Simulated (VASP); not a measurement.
Consider the following.

```
CELL_PARAMETERS angstrom
     10.93707     0.00000     0.00000
      0.00000    10.93707     0.00000
      0.00000     0.00000    10.93707
ATOMIC_POSITIONS crystal
  Si 0.50106 0.99713 0.99721
  Si 0.62616 0.12290 0.12282
  Si 0.75114 0.24881 0.99826
  Si 0.87693 0.37377 0.12302
  Si 0.75121 0.99837 0.24863
  Si 0.87687 0.12305 0.37368
  Si 0.99987 0.99988 0.99984
  Si 0.12797 0.12399 0.12403
  Si 0.25345 0.25103 0.00052
  Si 0.37972 0.37326 0.12990
  Si 0.50006 0.49984 0.00184
  Si 0.62663 0.61985 0.13010
  Si 0.74870 0.74621 0.00060
  Si 0.87569 0.87175 0.12404
  Si 0.25345 0.00051 0.25102
  Si 0.37970 0.12987 0.37321
  Si 0.51061 0.25127 0.25120
  Si 0.74824 0.48864 0.25175
  Si 0.86984 0.61997 0.37323
  Si 0.50005 0.00190 0.49980
  Si 0.62663 0.12999 0.61987
  Si 0.74816 0.25167 0.48859
  Si 0.86970 0.37339 0.61984
  Si 0.74870 0.00064 0.74632
  Si 0.87566 0.12413 0.87181
  Si 0.00267 0.49887 0.99712
  Si 0.12828 0.62213 0.12881
  Si 0.24914 0.75068 0.00347
  Si 0.37773 0.87165 0.12878
  Si 0.00165 0.24876 0.24869
  Si 0.12513 0.37501 0.37501
  Si 0.25832 0.49971 0.25926
  Si 0.38558 0.61504 0.39692
  Si 0.50041 0.74184 0.25899
  Si 0.62494 0.87492 0.37492
  Si 0.00261 0.99719 0.49872
  Si 0.12802 0.12861 0.62222
  Si 0.25792 0.25875 0.49962
  Si 0.38480 0.39587 0.61506
  Si 0.60295 0.61508 0.61428
  Si 0.74090 0.74185 0.49951
  Si 0.87115 0.87167 0.62222
  Si 0.24901 0.00346 0.75080
  Si 0.37762 0.12859 0.87177
  Si 0.50025 0.25875 0.74187
  Si 0.62480 0.37500 0.87475
  Si 0.74052 0.49969 0.74146
  Si 0.87096 0.62214 0.87155
  Si 0.99919 0.74628 0.25100
  Si 0.12856 0.87114 0.37358
  Si 0.99799 0.49989 0.49979
  Si 0.12240 0.62612 0.62609
  Si 0.25149 0.74841 0.50274
  Si 0.37360 0.87760 0.62611
  Si 0.99907 0.25112 0.74623
  Si 0.12860 0.37357 0.87110
  Si 0.25156 0.50273 0.74826
  Si 0.37372 0.62616 0.87744
  Si 0.49702 0.74845 0.74824
  Si 0.62618 0.87113 0.87117
  Si 0.99639 0.75070 0.75071
  Si 0.12466 0.87507 0.87520
  O  0.47065 0.53163 0.52909
```
Cell charge -1.

Calculation: PBE GGA, VASP's PBE PAW potentials (set 64) (plane waves; VASP 6.6.1). Settings: PREC = Normal, LREAL = Auto, ISYM = 0, NELECT = 255.0, 400 eV cut-off, 1×1×1 Γ-centred mesh, Gaussian smearing of 0.050 eV, potentials Si O. Starting moments (MAGMOM): 63*0.0476. The cell's moment is fixed (NUPDOWN = 3).

The cell is charged, with a uniform compensating background.  The supercell is sampled at Γ alone, which is coarse: total energies, pressure and levels can be off, energies of defects by several tenths of an eV.

### Question
Estimate the cell moment, energy per atom (σ→0).

### Answer

```yaml
cell_moment: 3.00 μB
energy per atom (σ→0): -5.210 eV/atom
```

### Question
Give the moment on each site (PAW-sphere projection).

### Answer

```json
[
 {"site": "Si1", "moment (μB)": "0.02"},
 {"site": "Si2", "moment (μB)": "0.01"},
 {"site": "Si3", "moment (μB)": "0.00"},
 {"site": "Si4", "moment (μB)": "0.01"},
 {"site": "Si5", "moment (μB)": "0.00"},
 {"site": "Si6", "moment (μB)": "0.01"},
 {"site": "Si7", "moment (μB)": "0.01"},
 {"site": "Si8", "moment (μB)": "0.00"},
 {"site": "Si9", "moment (μB)": "0.01"},
 {"site": "Si10", "moment (μB)": "0.02"},
 {"site": "Si11", "moment (μB)": "0.01"},
 {"site": "Si12", "moment (μB)": "0.02"},
 {"site": "Si13", "moment (μB)": "0.01"},
 {"site": "Si14", "moment (μB)": "0.00"},
 {"site": "Si15", "moment (μB)": "0.01"},
 {"site": "Si16", "moment (μB)": "0.02"},
 {"site": "Si17", "moment (μB)": "0.15"},
 {"site": "Si18", "moment (μB)": "0.15"},
 {"site": "Si19", "moment (μB)": "0.02"},
 {"site": "Si20", "moment (μB)": "0.01"},
 {"site": "Si21", "moment (μB)": "0.02"},
 {"site": "Si22", "moment (μB)": "0.15"},
 {"site": "Si23", "moment (μB)": "0.02"},
 {"site": "Si24", "moment (μB)": "0.01"},
 {"site": "Si25", "moment (μB)": "0.00"},
 {"site": "Si26", "moment (μB)": "0.02"},
 {"site": "Si27", "moment (μB)": "0.01"},
 {"site": "Si28", "moment (μB)": "0.00"},
 {"site": "Si29", "moment (μB)": "0.01"},
 {"site": "Si30", "moment (μB)": "0.00"},
 {"site": "Si31", "moment (μB)": "0.00"},
 {"site": "Si32", "moment (μB)": "0.00"},
 {"site": "Si33", "moment (μB)": "0.04"},
 {"site": "Si34", "moment (μB)": "0.00"},
 {"site": "Si35", "moment (μB)": "0.00"},
 {"site": "Si36", "moment (μB)": "0.02"},
 {"site": "Si37", "moment (μB)": "0.01"},
 {"site": "Si38", "moment (μB)": "0.00"},
 {"site": "Si39", "moment (μB)": "0.05"},
 {"site": "Si40", "moment (μB)": "0.04"},
 {"site": "Si41", "moment (μB)": "0.00"},
 {"site": "Si42", "moment (μB)": "0.01"},
 {"site": "Si43", "moment (μB)": "0.00"},
 {"site": "Si44", "moment (μB)": "0.01"},
 {"site": "Si45", "moment (μB)": "0.00"},
 {"site": "Si46", "moment (μB)": "0.00"},
 {"site": "Si47", "moment (μB)": "0.00"},
 {"site": "Si48", "moment (μB)": "0.01"},
 {"site": "Si49", "moment (μB)": "0.01"},
 {"site": "Si50", "moment (μB)": "0.02"},
 {"site": "Si51", "moment (μB)": "0.01"},
 {"site": "Si52", "moment (μB)": "0.01"},
 {"site": "Si53", "moment (μB)": "0.01"},
 {"site": "Si54", "moment (μB)": "0.01"},
 {"site": "Si55", "moment (μB)": "0.01"},
 {"site": "Si56", "moment (μB)": "0.02"},
 {"site": "Si57", "moment (μB)": "0.01"},
 {"site": "Si58", "moment (μB)": "0.01"},
 {"site": "Si59", "moment (μB)": "0.01"},
 {"site": "Si60", "moment (μB)": "0.02"},
 {"site": "Si61", "moment (μB)": "0.00"},
 {"site": "Si62", "moment (μB)": "0.01"},
 {"site": "O63", "moment (μB)": "0.04"}
]
```

The cell is a supercell with a defect, built from Si (diamond): O_Si-vac_Si, charge -1.
